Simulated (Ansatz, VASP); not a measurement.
## SnBr3: VASP beside Ansatz

Wanted: the spread between two codes on one cell, functional and k mesh. The cell is invented: As first built, before any earlier steps moved the atoms (in the runner's words): it takes the BaBr3 structure with some of its atoms replaced by other elements, volume scaled by an estimate. It may not be a known or stable phase. The cell is taken from a series of VASP runs on this material, whose earlier steps may have relaxed, scaled or displaced it; both programs get it as it stands.

Calculated with Ansatz 0.2.0; plane waves, with VASP 6.6.1 beside it; single point at r2SCAN.

### 1. Starting point

Symmetry: P6_3/mmc, No. 194, hexagonal system. Conventional cell: a = 6.594 Å, b = 6.594 Å, c = 5.932 Å, α = 90.00°, β = 90.00°, γ = 120.00°. Nearest to Sn lie 6 Br at 3.30 Å. Nearest to Br lie 2 Br at 3.22 Å and 2 Sn at 3.30 Å. As first built, before any earlier steps moved the atoms (in the runner's words): sites of the BaBr3 structure (space group 194) filled with other elements, volume scaled by an estimate. Farther neighbours and most contacts between anions are not listed.

Structure file:

```cif
data_structure
_symmetry_space_group_name_H-M 'P6_3/mmc'
_symmetry_Int_Tables_number 194
_cell_length_a 6.5935
_cell_length_b 6.5935
_cell_length_c 5.9317
_cell_angle_alpha 90.000
_cell_angle_beta 90.000
_cell_angle_gamma 120.000
_cell_volume 223.33
loop_
_atom_site_label
_atom_site_type_symbol
_atom_site_symmetry_multiplicity
_atom_site_Wyckoff_symbol
_atom_site_fract_x
_atom_site_fract_y
_atom_site_fract_z
_atom_site_occupancy
Sn1 Sn 2 d 0.66667 0.33333 0.25000 1
Br1 Br 6 h 0.34137 0.17068 0.75000 1
```

### 2. VASP: single point, r2SCAN

With cell and atoms fixed, the geometry can't cause a difference; cores, projectors, grids and the points listed under the comparison can.

Lines of VASP's logs that name or quote its potential files are left out, and so is its time.

INCAR reads:

```
SYSTEM = SnBr3
PREC = Accurate
ENCUT = 400
EDIFF = 1E-06
NELM = 100
ISMEAR = -5
SIGMA = 0.05
LREAL = .FALSE.
ALGO = Normal
METAGGA = R2SCAN
LASPH = .TRUE.
NBANDS = 43
LORBIT = 11
LWAVE = .FALSE.
LCHARG = .FALSE.
KPAR = 4
ISIF = 2
```

POSCAR reads:

```
SnBr3
1.0
    6.5935221951     -0.0000000151      0.0000000000
   -3.2967606235      5.7101574583      0.0000000000
    0.0000000000      0.0000000000      5.9317189009
Sn Br
2 6
Direct
    0.6666666700      0.3333333300      0.2500000000
    0.3333333300      0.6666666700      0.7500000000
    0.3413663704      0.1706831802      0.7500000000
    0.8293168198      0.1706831802      0.7500000000
    0.8293168198      0.6586336296      0.7500000000
    0.6586336296      0.8293168198      0.2500000000
    0.1706831802      0.8293168198      0.2500000000
    0.1706831802      0.3413663704      0.2500000000
```

KPOINTS reads:

```
Automatic mesh
0
Gamma
4 4 4
0 0 0
```

Potentials, in the order of the species: Sn_d and Br (PBE family, release 64).

Started as:

```
$ mpirun -np 4 vasp_std
```

Numbers of over 12 decimals in the logs are rounded to 6 here.

What it wrote:

```text
[banner, memory and clock lines left out]
running    4 mpi-ranks, on    1 nodes
 distrk:  each k-point on    1 cores,    4 groups
 distr:  one band on    1 cores,    1 groups

 POSCAR found type information on POSCAR SnBr
 POSCAR found :  2 types and       8 ions
|                                                                             |
|               ----> ADVICE to this user running VASP <----                  |
|                                                                             |
|     You enforced a specific xc type in the INCAR file but a different       |
|     [... a line on the potential file left out ...]
|     I HOPE YOU KNOW WHAT YOU ARE DOING!                                     |
|                                                                             |

 LDA part: xc-table for (None), standard interpolation
 POSCAR, INCAR and KPOINTS ok, starting setup
 FFT: planning ... GRIDC
 FFT: planning ... GRID_SOFT
 FFT: planning ... GRID
 WAVECAR not read
 entering main loop
       N       E                     dE             d eps       ncg     rms          rms(c)
DAV:   1     0.555608217438E+03    0.55561E+03   -0.27764E+04  1048   0.153E+03
DAV:   2    -0.316634814849E+02   -0.58727E+03   -0.56982E+03  1112   0.396E+02
DAV:   3    -0.138694475834E+03   -0.10703E+03   -0.10384E+03  1294   0.165E+02
DAV:   4    -0.145323599751E+03   -0.66291E+01   -0.64694E+01  1114   0.440E+01
DAV:   5    -0.145523503924E+03   -0.19990E+00   -0.20013E+00  1236   0.825E+00    0.763E+00
DAV:   6    -0.130728481458E+03    0.14795E+02   -0.42396E+00  1107   0.163E+01    0.490E+00
DAV:   7    -0.130551826094E+03    0.17666E+00   -0.17452E+00  1169   0.527E+00    0.127E+00
DAV:   8    -0.130557304440E+03   -0.54783E-02   -0.26006E-01  1077   0.223E+00    0.760E-01
DAV:   9    -0.130563975196E+03   -0.66708E-02   -0.23747E-02  1127   0.978E-01    0.278E-01
DAV:  10    -0.130566327872E+03   -0.23527E-02   -0.91670E-03  1082   0.467E-01    0.134E-01
DAV:  11    -0.130567028428E+03   -0.70056E-03   -0.25485E-03  1068   0.254E-01    0.374E-02
DAV:  12    -0.130567048279E+03   -0.19851E-04   -0.12550E-04  1487   0.569E-02    0.159E-02
DAV:  13    -0.130567040986E+03    0.72932E-05   -0.97874E-06  1100   0.184E-02    0.626E-03
DAV:  14    -0.130567038783E+03    0.22026E-05   -0.19201E-06   847   0.799E-03    0.297E-03
DAV:  15    -0.130567038429E+03    0.35452E-06   -0.40212E-07   570   0.434E-03
   1 F= -.13056704E+03 E0= -.13056704E+03  d E =0.000000E+00
|                                                                             |
|           W    W    AA    RRRRR   N    N  II  N    N   GGGG   !!!           |
|           W    W   A  A   R    R  NN   N  II  NN   N  G    G  !!!           |
|           W    W  A    A  R    R  N N  N  II  N N  N  G       !!!           |
|           W WW W  AAAAAA  RRRRR   N  N N  II  N  N N  G  GGG   !            |
|           WW  WW  A    A  R   R   N   NN  II  N   NN  G    G                |
|           W    W  A    A  R    R  N    N  II  N    N   GGGG   !!!           |
|                                                                             |
|     Tetrahedron method does not include variations of the Fermi             |
|     occupations, so forces and stress will be inaccurate. We suggest        |
|     using a different smearing scheme ISMEAR = 1 or 2 for metals in         |
|     relaxations.                                                            |
|                                                                             |
```

OUTCAR, selected parts (step 2):

```text
ion  position               nearest neighbor table
   1  0.667  0.333  0.250-
   2  0.333  0.667  0.750-
   3  0.341  0.171  0.750-
   4  0.829  0.171  0.750-
   5  0.829  0.659  0.750-
   6  0.659  0.829  0.250-
   7  0.171  0.829  0.250-
   8  0.171  0.341  0.250-

  LATTYP: Found a hexagonal cell.
 ALAT       =     6.5935221951
 C/A-ratio  =     0.8996282602

 Subroutine GETGRP returns: Found 24 space group operations
 (whereof 12 operations were pure point group operations)

The static configuration has the point symmetry D_3d.
 The point group associated with its full space group is D_6h.

 Found     12 irreducible k-points:

   k-points           NKPTS =     12   k-points in BZ     NKDIM =     12   number of bands    NBANDS=     43

   dimension x,y,z NGX =    48 NGY =   48 NGZ =   40
   dimension x,y,z NGXF=    96 NGYF=   96 NGZF=   80

   ENCUT  =  400.0 eV  29.40 Ry    5.42 a.u.  10.75 10.75  9.67*2*pi/ulx,y,z

   NELECT =      70.0000    total number of electrons

 k-points in reciprocal lattice and weights: Automatic mesh
   0.00000000  0.00000000  0.00000000       0.016
   0.25000000  0.00000000  0.00000000       0.094
   0.50000000  0.00000000  0.00000000       0.047
   0.25000000  0.25000000  0.00000000       0.094
   0.00000000  0.00000000  0.25000000       0.031
   0.25000000  0.00000000  0.25000000       0.188
   0.50000000  0.00000000  0.25000000       0.094
   0.25000000  0.25000000  0.25000000       0.188
   0.00000000  0.00000000  0.50000000       0.016
   0.25000000  0.00000000  0.50000000       0.094
   0.50000000  0.00000000  0.50000000       0.047
   0.25000000  0.25000000  0.50000000       0.094

 average (electrostatic) potential at core
       1-110.3194       2-110.3194       3 -66.8467       4 -66.8467       5 -66.8467
       6 -66.8467       7 -66.8467       8 -66.8467

 E-fermi :   2.5817

 k-point     1 :       0.0000    0.0000    0.0000
  band No.  band energies     occupation
    ...
     30       1.6178      2.00000
     31       1.6178      2.00000
     32       2.4326      2.00000
     33       2.5883      1.89183
     34       2.5883      1.86228
     35       2.9360     -0.76305
     36       2.9360      0.00000
     37       5.3279      0.00000
     38       5.7262      0.00000
     39       7.0138      0.00000
    ...

 k-point     2 :       0.2500    0.0000    0.0000
  band No.  band energies     occupation
    ...
     31       1.9489      2.00000
     32       2.0246      2.00000
     33       2.1067      2.01647
     34       2.1997      2.02084
     35       2.5091      1.74293
     36       2.8428     -0.09122
     37       5.5585      0.00000
     38       5.6687      0.00000
     39       5.8013      0.00000
     40       5.9491      0.00000
    ...

 k-point     3 :       0.5000    0.0000    0.0000
  band No.  band energies     occupation
    ...
     31       1.3083      2.00000
     32       1.7757      2.00000
     33       1.8741      2.00000
     34       2.3390      2.00000
     35       2.5497      1.96865
     36       2.7911     -0.02732
     37       4.3788      0.00000
     38       4.5862      0.00000
     39       5.8308      0.00000
     40       5.8368      0.00000
    ...

  Total       -0.5333329     -0.5333329     -1.0067682     -0.0000000      0.0000000      0.0000000
  in kB       -3.8261576     -3.8261572     -7.2226064     -0.0000003      0.0000000      0.0000000
  external PRESSURE =      -4.9583071 kB  Pullay stress =       0.0000000 kB

  energy-cutoff  :      400.00
  volume of cell :      223.33
      direct lattice vectors                 reciprocal lattice vectors
     6.593522195 -0.000000015  0.000000000     0.151664008  0.087563247  0.000000000
    -3.296760623  5.710157458  0.000000000     0.000000000  0.175126519  0.000000000
     0.000000000  0.000000000  5.931718901     0.000000000  0.000000000  0.168585197

 POSITION                                       TOTAL-FORCE (eV/Angst)
 -----------------------------------------------------------------------------------
      3.29676      1.90339      1.48293        -0.000000     -0.000000     -0.000000
      0.00000      3.80677      4.44879        -0.000000      0.000000     -0.000000
      1.68811      0.97463      4.44879        -0.005614     -0.003241      0.000000
      4.90542      0.97463      4.44879         0.005614     -0.003241     -0.000000
      3.29676      3.76090      4.44879         0.000000      0.006483     -0.000000
      1.60866      4.73553      1.48293         0.005614      0.003241     -0.000000
     -1.60866      4.73553      1.48293        -0.005614      0.003241     -0.000000
      0.00000      1.94926      1.48293        -0.000000     -0.006483     -0.000000
 -----------------------------------------------------------------------------------
    total drift:                               -0.000031      0.000018     -0.000000

  FREE ENERGIE OF THE ION-ELECTRON SYSTEM (eV)
  ---------------------------------------------------
  free  energy   TOTEN  =      -130.5670384286 eV

  energy  without entropy=     -130.5670384286  energy(sigma->0) =     -130.56703843

 total charge
# of ion       s       p       d       tot
------------------------------------------
    1        1.434   0.373   9.959  11.765
    2        1.434   0.373   9.959  11.765
    3        1.627   3.188   0.015   4.829
    4        1.627   3.188   0.015   4.829
    5        1.627   3.188   0.015   4.829
    6        1.627   3.188   0.015   4.829
    7        1.627   3.188   0.015   4.829
    8        1.627   3.188   0.015   4.829
--------------------------------------------------
tot         12.629  19.872  20.005  52.506

[... 3 further parts left out ...]
```

With tetrahedra the forces and stress of a metal are not exact derivatives of the energy.

### 3. Ansatz: single point, r2SCAN

Ansatz runs on its default PAW (the set named soft_2) files.

The same cell, functional, mesh and smearing now go to Ansatz, which takes its cutoff from its data sets.

input.yaml reads:

```yaml
crystal:
  lattice:
    - [6.5935221951, -1.51e-08, 0.0]
    - [-3.2967606235, 5.7101574583, 0.0]
    - [0.0, 0.0, 5.9317189009]
  atoms:
    - { symbol: Sn, position: [0.66666667, 0.33333333, 0.25] }
    - { symbol: Sn, position: [0.33333333, 0.66666667, 0.75] }
    - { symbol: Br, position: [0.3413663704, 0.1706831802, 0.75] }
    - { symbol: Br, position: [0.8293168198, 0.1706831802, 0.75] }
    - { symbol: Br, position: [0.8293168198, 0.6586336296, 0.75] }
    - { symbol: Br, position: [0.6586336296, 0.8293168198, 0.25] }
    - { symbol: Br, position: [0.1706831802, 0.8293168198, 0.25] }
    - { symbol: Br, position: [0.1706831802, 0.3413663704, 0.25] }
hamiltonian:
  xc: r2scan
  pseudopotentials: { kind: paw }
kpoints:
  mp_grid: { grid: [4, 4, 4] }
scf:
  occupations: { method: tetrahedron }
output:
  forces: true
  stress: true
  write_density: true
  write_potential: true
  elf: true
  volumetric_format: npy
```

Started as:

```
$ ansatz run input.yaml --threads 4 --pin off --max-ram 9216MiB --backend cpu --events-out ev --progress --plain --runs-dir out
```

What it wrote:

```text
Warning: output.forces, output.stress, relax.cell or npt_langevin: where a Kohn–Sham band that disperses or a degenerate level is filled in part under the method tetrahedron, the forces or the stress that this run publishes need not agree with its energy (scf.occupations.method in the input reference, under Limitations); prefer a smearing scheme for the forces or the stress
Warning: the atoms were moved onto the symmetric positions of the space group found under crystal.symmetry.tolerance 1.0e-5 (fractional; no operation is sought that the atoms, as they stand in a round, miss by more than twice it, and no atom is moved by as much as it), and the run uses the moved positions. Before a round's move an operation carried an atom to 6.59e-8 Å from where it should land, the largest such dist [...]
band count auto-derived: 44 (N_el = 70.0; filled up to band 35; 43 by the electrons, moments and atoms)
Engine: ansatz 0.2.0, aarch64-unknown-linux-gnu
Pseudopotentials: kind: paw
Pseudopotential: Sn, paw, valence charge 14, recommended cutoff 500 eV (meta_gga), Sn.paw.azcp
Pseudopotential: Br, paw, valence charge 7, recommended cutoff 500 eV (meta_gga), Br.paw.azcp
Functional definition: r2SCAN
  parameter k0 = 0.174
  parameter k1 = 0.065
  parameter a1 = 4.9479
  exchange = r2scan_x(k0 = k0, k1 = k1, a1 = a1)
  correlation = r2scan_c
Crystal: 8 atoms, lattice volume = 223.330 Å³
Basis set: ecut = 500 eV, 5673 PW (Γ), exchange–correlation on 200×200×180 points (64 copies of the dense FFT grid, shifted against one another)
Bands: 44, of which v1, the nominal top of the filled ones, is band 35 counted from 1 (34 counted from 0)
Symmetry: 24 space group operations
Space group: P63/mmc (ITA 194), of the structure as read, at distance tolerance 6.1e-5 Å
k-points: 12 of 64
Non-local potential: Sn, projectors of the file, l = 0: 2, l = 1: 2, l = 2: 2, l = 3: 2
Non-local potential: Br, projectors of the file, l = 0: 2, l = 1: 2, l = 2: 2
PAW form: soft (Blöchl's): semilocal exchange-correlation on the pseudo side does not see the compensation charge
PAW frozen core: Sn, regenerated for the run's functional (the file was generated under x = pbe(κ = 0.804, μ = 0.219515), c = pbe(β = 0.066725))
PAW frozen core: Br, regenerated for the run's functional (the file was generated under x = pbe(κ = 0.804, μ = 0.219515), c = pbe(β = 0.066725))
PAW one-centre angular grid: Sn, 590 points (default); XC on 249 of its mesh's 2787 points in the sphere
PAW one-centre angular grid: Br, 302 points (default); XC on 160 Gauss nodes
Initial density: superposition of atomic densities (neutral atoms: chi_scale 0, normalization atom), corrected by the library's trained network
Initial wavefunctions: pseudopotential atomic-orbital guess
Functional: x = r2scan, c = r2scan; τ floored in thin density (d = 2e-4 eV/Å³)
SCF iter   1: F=—  HF=-28835.949003 eV  |F-HF|=—  |Δ(HF+E_count)|=         —  Δρ=4.96e-3  dr2=1.02e-1  dr2_τ=1.26e-2  ethr=1.77e-3  ⟨swp⟩=8.7  Hψ=2534  notcnv=0
preconditioner: auto → Kerker (q_TF=auto, 2.249 Å⁻¹)  [metal: no gap  n_scr=46 (ndim 8)  ℏωp=17.6 eV  f_vac=0.001]
SCF iter   2: F=—  HF=-28835.951703 eV  |F-HF|=—  |Δ(HF+E_count)|=   2.70e-3  Δρ=2.78e-3  dr2=4.07e-2  dr2_τ=2.83e-4  ethr=1.45e-4  ⟨swp⟩=2.0  Hψ=721  notcnv=0  defer=24
SCF iter   3: F=—  HF=-28835.944150 eV  |F-HF|=—  |Δ(HF+E_count)|=   7.55e-3  Δρ=6.20e-4  dr2=2.80e-3  dr2_τ=4.78e-5  ethr=5.81e-5  ⟨swp⟩=3.2  Hψ=828  notcnv=0  defer=24
SCF iter   4: F=—  HF=-28835.943932 eV  |F-HF|=—  |Δ(HF+E_count)|=   2.18e-4  Δρ=3.06e-4  dr2=5.64e-4  dr2_τ=5.51e-6  ethr=4.00e-6  ⟨swp⟩=2.6  Hψ=855  notcnv=0  defer=24
SCF iter   5: F=—  HF=-28835.943834 eV  |F-HF|=—  |Δ(HF+E_count)|=   9.81e-5  Δρ=8.81e-5  dr2=2.89e-5  dr2_τ=1.40e-6  ethr=8.06e-7  ⟨swp⟩=3.0  Hψ=888  notcnv=0  defer=24
SCF iter   6: F=—  HF=-28835.943788 eV  |F-HF|=—  |Δ(HF+E_count)|=   4.57e-5  Δρ=2.59e-5  dr2=3.83e-6  dr2_τ=5.40e-8  ethr=4.12e-8  ⟨swp⟩=2.0  Hψ=811  notcnv=0  defer=24
SCF iter   7: F=—  HF=-28835.943786 eV  |F-HF|=—  |Δ(HF+E_count)|=   2.28e-6  Δρ=6.13e-6  dr2=1.35e-7  dr2_τ=3.21e-9  ethr=5.47e-9  ⟨swp⟩=2.0  Hψ=798  notcnv=0  defer=24
SCF iter   8: F=-28835.943785 eV  HF=-28835.943785 eV  |F-HF|=1.20e-10  |Δ(HF+E_count)|=   7.28e-7  Δρ=1.77e-6  dr2=7.60e-9  dr2_τ=1.15e-10  ethr=1.43e-10  ⟨swp⟩=13.2  Hψ=4039  notcnv=0
SCF 1 converged in 8 iterations: F = -28835.943785 eV  dr2 = 7.60e-9
  greatest PAW one-centre occupation: 0.993 electrons in one spin orbital (limit 2), on the Sn atom at site 1 (counted from 0), in its partial waves of l = 2
SCF converged after 8 iterations
Stability not checked: this state was not tested for a lower state beside it, because cold or Methfessel-Paxton smearing, or corrected tetrahedra, fill the levels in a way that the test cannot read (fill_not_monotonic; see scf.lower_state_search)
Free energy (F): -28835.943785 eV
Harris-Foulkes:  -28835.943785 eV  (|F-HF|=1.20e-10)
Internal energy: -28835.938782 eV  (E = F + TS)
E sigma→0 (E₀):  -28835.943785 eV
Entropy (-TS):   -0.005004 eV (-0.625 meV/atom)
Fermi energy:    4.994827 eV
--- Per-component energies (eV) ---
  E_band       = -363.502287
  E_kinetic    = 1164.311019
  E_local      = -3227.530114  (includes V_loc(G=0)·N_el)
  E_nonlocal   = 351.770808
  E_hartree    = 1481.010177
  E_xc         = -2249.723183
  E_vxc        = -887.251398  (∫ρ·V_xc dr)
  E_paw        = -21928.363639  (= ΣΔE_a)
  E_vpaw       = -772.824956  (= ΣTr[D̂ρ^β])
  E_aug_tail   = -0.000001  (compensation charges beyond the density's cutoff)
  E_vtau       = 46.003024  (kinetic-family band-sum trace: ∫τ·v_τ [+ j·A + Jᵃ·Aᵃ] dr)
  E_ewald      = -4427.935327
  E_core_change = 0.521477  (= ΣΔE_core)
  E_smearing   = -0.005004  (= −TS)
  E_closure    = 0.000000  (closes the sum)
  Σ components = -28835.943785   (vs F -28835.943785, Δ=0.00e0)
--- Forces (eV/Å), atoms counted from 1 ---
  atom   1  Sn     0.00000000     0.00000000     0.00000000
  atom   2  Sn    -0.00000000    -0.00000000     0.00000000
  atom   3  Br    -0.00999210    -0.00576894     0.00000000
  atom   4  Br     0.00999210    -0.00576894     0.00000000
  atom   5  Br     0.00000000     0.01153788     0.00000000
  atom   6  Br     0.00999210     0.00576894     0.00000000
  atom   7  Br    -0.00999210     0.00576894     0.00000000
  atom   8  Br    -0.00000000    -0.01153788     0.00000000
  max |Σ_I F_I| component: 1.16e-17 eV/Å
--- Stress (GPa, compression-positive) ---
       -0.263976       0.000000       0.000000
       -0.000000      -0.263976       0.000000
        0.000000       0.000000      -0.672053
  P = ⅓ Tr σ = -0.4000 GPa (-4.000 kbar)
--- Band table (eV; the first three rows and the last of 12) ---
  k-point 0: bands = [... 31 lower, 4.8468, 5.0025, 5.0025, 5.3514, 5.3514, 7.7372, 8.1377, 9.4283, ... 5 higher]
  k-point 1: bands = [... 31 lower, 4.6979, 5.0848, 5.0848, 5.3117, 5.3117, 7.4345, 8.0514, 9.5384, ... 5 higher]
  k-point 2: bands = [... 31 lower, 4.3669, 5.2079, 5.2079, 5.2079, 5.2079, 7.7548, 7.7548, 9.5607, ... 5 higher]
  k-point 11: bands = [... 31 lower, 4.0219, 4.3736, 4.3736, 4.8167, 4.8167, 7.5430, 7.5430, 7.6420, ... 5 higher]
```

Run time: 6.2 s. Hardware: 4 threads of Arm Neoverse V1, shared host; peak memory 1.1 GiB; 22 s of CPU time.

In the SCF lines HF is the Harris–Foulkes energy and dr2 the Hartree energy of the density residual, in eV; the loop may stop once dr2 is under the threshold and the program's other checks hold. Hψ counts applications of the Hamiltonian.

The run ends at a pressure of -0.40 GPa, with forces up to 0.012 eV/Å.

### 4. Differences

Known differences besides the potentials themselves: VASP keeps PBE cores, Ansatz makes them for the functional; the cutoff is 500 eV in Ansatz and 400 eV in VASP. Total energies have different zeros and are not compared.

Both answers:

```
      quantity  Ansatz   VASP  difference
pressure (GPa)   -0.40  -0.50       +0.10
```

At this near-relaxed geometry the largest component of a force difference is 5 meV/Å.

### 5. Results

```yaml
difference_in_pressure_single_point_r2scan: 0.096 GPa
```

**Reading.** The difference in pressure is 0.096 GPa (single point, r2SCAN), within the 1 GPa picked in this series as the mark of a large difference. Such differences can come from data sets, numerical settings and the points named under the comparisons, not from the functional's error against experiment.

[Lines on the potential files, build, host, timing and source positions are cut from VASP's logs without a mark.]

[Logs are printed without paths, hosts, clocks, repeated set-up lines and the standing remarks that a program may print on its own settings, such as how far it seeks lower states.]

[Hosts, paths, dates, database ids (printed as entryN), source tags and the programs' standing remarks are cut or masked in the printed files.]
